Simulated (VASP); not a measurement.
Data:

```
HfC
1.0
    0.00000     2.32000     2.32000
    2.32000     0.00000     2.32000
    2.32000     2.32000     0.00000
Hf C
1 1
Direct
  0.00000   0.00000   0.00000
  0.50000   0.50000   0.50000
```
Cell charge +0.5.

All values below come from PBE GGA, VASP's PBE PAW potentials (set 64) (plane waves; VASP). Settings: NELECT = 13.5, 520 eV cut-off, 12×12×12 Γ-centred mesh, Gaussian smearing of 0.050 eV, potentials Hf_pv C.

The cell is charged, with a uniform compensating background.

Question: Give the stress tensor in GPa (positive for a compressed cell).

Answer: 
```
-21.87    0.00    0.00
  0.00  -21.87    0.00
  0.00    0.00  -21.87
```
The pressure is its mean diagonal, -21.87 GPa.

The compound is HfC in the rock salt structure. The cell was not relaxed at this level. The run is one of a series of settings (ISMEAR = 0, NELECT = 13.5, SIGMA = 0.05 against the base run), some of them coarse on purpose.
